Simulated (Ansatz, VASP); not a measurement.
**In3As: VASP beside Ansatz**

One calculation is typed for both programs; each brings its own data sets. How far apart do they land? The cell is generated by rule, not measured, and may not be a known phase. The cell is taken from a series of runs on this material, whose earlier steps may have relaxed, scaled, displaced or heated it; both programs get it as it stands.

Program: Ansatz 0.2.0. Level of theory: plane waves, with VASP 6.6.1 beside it; zone-centre phonons at PBEsol. Results are calculated unless marked as measured.

The structure was built from a prototype and need not be the compound's stable phase.

## 1. Set-up

It takes space group P4/nmm (No. 129, tetragonal). Conventional cell: a = 5.499 Å, b = 5.499 Å, c = 6.445 Å, α = 90.00°, β = 90.00°, γ = 90.00°. As has 5 In at 2.78 to 2.85 Å nearest. Nearest to In lie 4 As at 2.85 Å and 2 In at 3.22 Å. Nearest to In lie 6 In at 3.00 to 3.22 Å. Nearest to In lie 1 As at 2.78 Å and 4 In at 3.00 Å. Farther neighbours are not listed.

Structure file:

```xyz
8
Lattice="5.4992 0.0000 0.0000 0.0000 5.4992 0.0000 0.0000 0.0000 6.4455" Properties=species:S:1:pos:R:3 pbc="T T T"
As    0.0000    2.7496    2.4622
As    2.7496    0.0000    3.9832
In    2.7496    2.7496    3.2227
In    0.0000    0.0000    0.0000
In    2.7496    2.7496    0.0000
In    0.0000    0.0000    3.2227
In    0.0000    2.7496    5.2405
In    2.7496    0.0000    1.2050
```

## 2. VASP: zone-centre phonons, PBEsol

Second derivatives magnify differences that forces hide, and they need a tight electronic threshold.

Lines of VASP's logs that name or quote its potential files are left out, and so is its time.

The input, INCAR:

```
SYSTEM = In3As
PREC = Accurate
ENCUT = 500
EDIFF = 1E-08
NELM = 120
ISMEAR = 1
SIGMA = 0.15
LREAL = .FALSE.
ALGO = Normal
GGA = PS
NBANDS = 54
LORBIT = 11
LWAVE = .FALSE.
LCHARG = .FALSE.
ISIF = 2
IBRION = 8
LASPH = .TRUE.
GGA_COMPAT = .FALSE.
KPAR = 2
```

The input, POSCAR:

```
In3As
1.0
    5.4992266130      0.0000000000      0.0000000000
    0.0000000000      5.4992266130      0.0000000000
    0.0000000000      0.0000000000      6.4454611585
As In
2 6
Direct
    0.0000000000      0.5000000000      0.3820081822
    0.5000000000      0.0000000000      0.6179918178
    0.5000000000      0.5000000000      0.5000000000
    0.0000000000      0.0000000000      0.0000000000
    0.5000000000      0.5000000000      0.0000000000
    0.0000000000      0.0000000000      0.5000000000
    0.0000000000      0.5000000000      0.8130523636
    0.5000000000      0.0000000000      0.1869476364
```

The input, KPOINTS:

```
Automatic mesh
0
Gamma
6 6 6
0 0 0
```

PAW data sets: As and In_d (PBE family, release 64).

On the command line:

```
$ mpirun -np 2 vasp_std
```

Numbers of over 12 decimals in the logs are rounded to 6 here.

The program printed:

```text
[banner, memory and clock lines left out]
running    2 mpi-ranks, on    1 nodes
 distrk:  each k-point on    1 cores,    2 groups
 distr:  one band on    1 cores,    1 groups

 POSCAR found type information on POSCAR AsIn
 POSCAR found :  2 types and       8 ions
|                                                                             |
|               ----> ADVICE to this user running VASP <----                  |
|                                                                             |
|     You enforced a specific xc type in the INCAR file but a different       |
|     [... a line on the potential file left out ...]
|     I HOPE YOU KNOW WHAT YOU ARE DOING!                                     |
|                                                                             |

 LDA part: xc-table for (Slater+PW92), standard interpolation
 POSCAR, INCAR and KPOINTS ok, starting setup
 FFT: planning ... GRIDC
 FFT: planning ... GRID_SOFT
 FFT: planning ... GRID
 WAVECAR not read
 entering main loop
       N       E                     dE             d eps       ncg     rms          rms(c)
DAV:   1     0.934411015687E+03    0.93441E+03   -0.39259E+04  4332   0.208E+03
DAV:   2     0.100867986090E+03   -0.83354E+03   -0.81853E+03  4326   0.542E+02
DAV:   3    -0.204466039324E+02   -0.12131E+03   -0.11832E+03  4772   0.218E+02
DAV:   4    -0.282506985181E+02   -0.78041E+01   -0.77100E+01  5192   0.563E+01
DAV:   5    -0.285330206859E+02   -0.28232E+00   -0.28221E+00  6414   0.953E+00    0.830E+00
DAV:   6    -0.279779938311E+02    0.55503E+00   -0.13773E+00  5566   0.114E+01    0.402E+00
DAV:   7    -0.279527604446E+02    0.25233E-01   -0.47609E-01  5690   0.499E+00    0.107E+00
DAV:   8    -0.279453144459E+02    0.74460E-02   -0.70128E-02  5686   0.317E+00    0.581E-01
DAV:   9    -0.279443266912E+02    0.98775E-03   -0.10690E-02  5754   0.107E+00    0.283E-01
DAV:  10    -0.279442006280E+02    0.12606E-03   -0.13242E-03  6862   0.348E-01    0.130E-01
DAV:  11    -0.279442180792E+02   -0.17451E-04   -0.27871E-04  5254   0.150E-01    0.197E-02
DAV:  12    -0.279442076677E+02    0.10412E-04   -0.49440E-05  6000   0.861E-02    0.148E-02
DAV:  13    -0.279442076200E+02    0.47725E-07   -0.51588E-06  5732   0.294E-02    0.410E-03
DAV:  14    -0.279442078219E+02   -0.20188E-06   -0.73951E-07  6410   0.753E-03    0.221E-03
DAV:  15    -0.279442078159E+02    0.60081E-08   -0.71377E-08  4036   0.205E-03
   1 F= -.27944208E+02 E0= -.27943349E+02  d E =-.257655E-02
 Linear response reoptimize wavefunctions to high precision
DAV:   1    -0.279442078018E+02    0.14079E-07   -0.17665E-08  3818   0.937E-04
DAV:   2    -0.279442078022E+02   -0.40382E-09   -0.45809E-09  2760   0.573E-04
DAV:   3    -0.279442078023E+02   -0.12551E-09   -0.13046E-09  2706   0.260E-04
 Linear response DOF=           8
 Linear response progress:
  Degree of freedom:   1/  8
       N       E                     dE             d eps       ncg     rms          rms(c)
RMM:   1    -0.504407166398E-01   -0.50441E-01    0.76956E-02 14345   0.659E-01
RMM:   2    -0.474267752247E-01    0.30139E-02   -0.57741E-03 12368   0.252E-01    0.693E-02
RMM:   3    -0.475689983306E-01   -0.14222E-03   -0.67659E-04 15172   0.970E-02    0.347E-02
RMM:   4    -0.476330573427E-01   -0.64059E-04   -0.75435E-05 15116   0.357E-02    0.883E-03
RMM:   5    -0.476477718210E-01   -0.14714E-04   -0.28011E-05 15929   0.120E-02    0.324E-03
RMM:   6    -0.476454691830E-01    0.23026E-05   -0.15209E-06 15621   0.377E-03    0.130E-03
RMM:   7    -0.476461245450E-01   -0.65536E-06   -0.28397E-07 16036   0.141E-03    0.614E-04
RMM:   8    -0.476460936224E-01    0.30923E-07   -0.11919E-07 15956   0.523E-04    0.171E-04
RMM:   9    -0.476459367482E-01    0.15687E-06    0.11242E-07 17114   0.195E-04    0.465E-05
RMM:  10    -0.476459932734E-01   -0.56525E-07   -0.27689E-08 16565   0.810E-05    0.254E-05
RMM:  11    -0.476460313294E-01   -0.38056E-07   -0.32533E-08 16807   0.425E-05    0.979E-06
RMM:  12    -0.476460667518E-01   -0.35422E-07   -0.32456E-08 16054   0.291E-05    0.387E-06
RMM:  13    -0.476460731310E-01   -0.63791E-08   -0.90691E-09 14198   0.238E-05    0.919E-07
 first order change of Fermi-energy  -0.17408E-04
 force on displaced ion       1 direction 1 :  -3.754   0.000   0.002
 Linear response progress:
  Degree of freedom:   2/  8
       N       E                     dE             d eps       ncg     rms          rms(c)
RMM:   1    -0.512139041181E-01   -0.51214E-01    0.77284E-02  7195   0.714E-01
RMM:   2    -0.487347912091E-01    0.24791E-02   -0.38911E-03  6128   0.293E-01    0.748E-02
RMM:   3    -0.489149837891E-01   -0.18019E-03   -0.57076E-04  6724   0.117E-01    0.366E-02
RMM:   4    -0.489798691978E-01   -0.64885E-04   -0.80498E-05  7169   0.446E-02    0.123E-02
RMM:   5    -0.490125276710E-01   -0.32658E-04   -0.13657E-05  7880   0.172E-02    0.528E-03
[...]
RMM:   1    -0.237706615698E+00   -0.23771E+00   -0.10268E-01 12382   0.276E+00
RMM:   2    -0.240037198390E+00   -0.23306E-02   -0.15389E-02 14067   0.626E-01    0.766E-02
RMM:   3    -0.240136618940E+00   -0.99421E-04   -0.19019E-03 14918   0.202E-01    0.341E-02
RMM:   4    -0.240041246618E+00    0.95372E-04   -0.19331E-04 15435   0.702E-02    0.249E-02
RMM:   5    -0.240034176538E+00    0.70701E-05   -0.47618E-05 15540   0.273E-02    0.873E-03
[...]
RMM:   2    -0.240044867725E+00   -0.27085E-02   -0.20514E-02 14137   0.673E-01    0.840E-02
RMM:   3    -0.240169583838E+00   -0.12472E-03   -0.22300E-03 14836   0.228E-01    0.327E-02
RMM:   4    -0.240083677262E+00    0.85907E-04   -0.19453E-04 15480   0.764E-02    0.246E-02
RMM:   5    -0.240095656638E+00   -0.11979E-04   -0.26668E-05 15407   0.298E-02    0.102E-02
RMM:   6    -0.240094625811E+00    0.10308E-05    0.37758E-06 15506   0.113E-02    0.183E-03
RMM:   7    -0.240089749066E+00    0.48767E-05    0.63769E-06 15639   0.428E-03    0.122E-03
RMM:   8    -0.240086109419E+00    0.36396E-05   -0.37387E-06 15761   0.145E-03    0.450E-04
RMM:   9    -0.240085095220E+00    0.10142E-05    0.22880E-06 15931   0.642E-04    0.231E-04
RMM:  10    -0.240084600928E+00    0.49429E-06   -0.84903E-07 16334   0.333E-04    0.102E-04
RMM:  11    -0.240084592115E+00    0.88133E-08    0.59315E-07 16004   0.181E-04    0.816E-05
RMM:  12    -0.240084727216E+00   -0.13510E-06   -0.34356E-07 16357   0.105E-04    0.119E-04
RMM:  13    -0.240084731416E+00   -0.42001E-08   -0.14179E-08 16034   0.714E-05    0.120E-04
 first order change of Fermi-energy  -0.55420E-06
 force on displaced ion       4 direction 1 :  -2.693   0.000   0.003
 Linear response progress:
  Degree of freedom:   6/  8
       N       E                     dE             d eps       ncg     rms          rms(c)
RMM:   1    -0.239112579994E+00   -0.23911E+00   -0.14370E-01  9839   0.276E+00
RMM:   2    -0.241448334476E+00   -0.23358E-02   -0.19560E-02 11282   0.690E-01    0.878E-02
RMM:   3    -0.241541250479E+00   -0.92916E-04   -0.23857E-03 11905   0.232E-01    0.333E-02
RMM:   4    -0.241447058053E+00    0.94192E-04   -0.22632E-04 12242   0.757E-02    0.246E-02
RMM:   5    -0.241438203262E+00    0.88548E-05   -0.38624E-05 11642   0.308E-02    0.964E-03
RMM:   6    -0.241433960192E+00    0.42431E-05   -0.79550E-06 12433   0.126E-02    0.334E-03
RMM:   7    -0.241432717076E+00    0.12431E-05   -0.25967E-06 12048   0.427E-03    0.198E-03
RMM:   8    -0.241429161399E+00    0.35557E-05   -0.40862E-07 12002   0.182E-03    0.557E-04
RMM:   9    -0.241427940098E+00    0.12213E-05   -0.64076E-07 11088   0.111E-03    0.744E-04
RMM:  10    -0.241429279704E+00   -0.13396E-05   -0.81886E-09 13259   0.478E-04    0.173E-03
RMM:  11    -0.241427508221E+00    0.17715E-05    0.19114E-07 10929   0.309E-04    0.639E-04
RMM:  12    -0.241427318366E+00    0.18986E-06    0.63343E-08 13596   0.148E-04    0.491E-04
RMM:  13    -0.241427314900E+00    0.34663E-08    0.36546E-08 13003   0.891E-05    0.505E-04
 first order change of Fermi-energy   0.79658E-04
 force on displaced ion       4 direction 3 :   0.000   0.000  -2.491
 Linear response progress:
  Degree of freedom:   7/  8
       N       E                     dE             d eps       ncg     rms          rms(c)
RMM:   1    -0.237135856858E+00   -0.23714E+00   -0.11834E-01 12084   0.286E+00
RMM:   2    -0.240001907036E+00   -0.28661E-02   -0.21263E-02 14016   0.690E-01    0.845E-02
RMM:   3    -0.240110059997E+00   -0.10815E-03   -0.22111E-03 14822   0.239E-01    0.343E-02
RMM:   4    -0.240080562654E+00    0.29497E-04   -0.25551E-04 15499   0.776E-02    0.259E-02
RMM:   5    -0.240099956201E+00   -0.19394E-04   -0.29958E-05 15417   0.309E-02    0.927E-03
RMM:   6    -0.240104025960E+00   -0.40698E-05   -0.13990E-05 15653   0.114E-02    0.210E-03
RMM:   7    -0.240098760185E+00    0.52658E-05   -0.33667E-06 15719   0.434E-03    0.904E-04
RMM:   8    -0.240093564138E+00    0.51960E-05    0.23336E-06 15954   0.153E-03    0.362E-04
RMM:   9    -0.240092973175E+00    0.59096E-06    0.24694E-06 15995   0.689E-04    0.277E-04
RMM:  10    -0.240092195804E+00    0.77737E-06    0.25722E-07 16203   0.341E-04    0.201E-04
RMM:  11    -0.240093101346E+00   -0.90554E-06    0.78146E-07 15949   0.203E-04    0.120E-04
RMM:  12    -0.240093186481E+00   -0.85135E-07    0.53936E-07 16492   0.119E-04    0.171E-04
RMM:  13    -0.240093168594E+00    0.17887E-07    0.14758E-08 16180   0.821E-05    0.115E-04
RMM:  14    -0.240093084700E+00    0.83894E-07    0.24307E-07 16309   0.674E-05    0.743E-05
RMM:  15    -0.240093101900E+00   -0.17200E-07   -0.21564E-07 16484   0.579E-05    0.521E-05
RMM:  16    -0.240093048040E+00    0.53860E-07    0.48074E-08 16472   0.541E-05    0.338E-05
RMM:  17    -0.240093007216E+00    0.40824E-07    0.23473E-08 16912   0.519E-05    0.102E-05
RMM:  18    -0.240092999695E+00    0.75205E-08    0.12487E-08 16562   0.503E-05    0.763E-06
 first order change of Fermi-energy  -0.36014E-05
 force on displaced ion       7 direction 1 :  -3.456   0.000  -0.000
 Linear response progress:
  Degree of freedom:   8/  8
       N       E                     dE             d eps       ncg     rms          rms(c)
RMM:   1    -0.239188097528E+00   -0.23919E+00   -0.12665E-01  6195   0.280E+00
RMM:   2    -0.241513792195E+00   -0.23257E-02   -0.19994E-02  6958   0.721E-01    0.886E-02
RMM:   3    -0.241614438769E+00   -0.10065E-03   -0.24118E-03  7398   0.237E-01    0.404E-02
RMM:   4    -0.241514705152E+00    0.99734E-04   -0.26682E-04  7636   0.804E-02    0.269E-02
RMM:   5    -0.241512462953E+00    0.22422E-05   -0.38939E-05  7456   0.322E-02    0.934E-03
RMM:   6    -0.241510932789E+00    0.15302E-05   -0.11672E-05  7678   0.130E-02    0.309E-03
RMM:   7    -0.241507225976E+00    0.37068E-05   -0.64004E-07  7581   0.435E-03    0.160E-03
RMM:   8    -0.241503695488E+00    0.35305E-05   -0.39862E-07  7865   0.174E-03    0.584E-04
RMM:   9    -0.241502887489E+00    0.80800E-06    0.65188E-07  7587   0.788E-04    0.572E-04
RMM:  10    -0.241502143857E+00    0.74363E-06    0.12080E-08  8421   0.379E-04    0.189E-04
RMM:  11    -0.241502698904E+00   -0.55505E-06    0.12230E-07  6980   0.217E-04    0.373E-04
RMM:  12    -0.241502502334E+00    0.19657E-06    0.78667E-08  7387   0.130E-04    0.550E-05
RMM:  13    -0.241502630210E+00   -0.12788E-06    0.25048E-08  7006   0.988E-05    0.228E-04
RMM:  14    -0.241502610469E+00    0.19740E-07    0.45462E-08  8537   0.684E-05    0.203E-04
RMM:  15    -0.241502622618E+00   -0.12149E-07    0.14854E-08  7896   0.587E-05    0.234E-04
RMM:  16    -0.241502565488E+00    0.57130E-07    0.22573E-08  7340   0.589E-05    0.957E-05
RMM:  17    -0.241502535930E+00    0.29558E-07    0.37119E-09  7708   0.540E-05    0.177E-05
RMM:  18    -0.241502531184E+00    0.47463E-08   -0.19562E-09  8655   0.503E-05    0.523E-06
 first order change of Fermi-energy  -0.22396E+00
 force on displaced ion       7 direction 3 :   0.000   0.000  -4.145
 Linear response finished
```

(Part 1 of 2 ends here.)

[Lines on the potential files, build, host, timing and source positions are cut from VASP's logs without a mark.]

[Logs are printed without paths, hosts, clocks, repeated set-up lines and the standing remarks that a program may print on its own settings, such as how far it seeks lower states.]

[Hosts, paths, dates, database ids (printed as entryN), source tags and the programs' standing remarks are cut or masked in the printed files.]
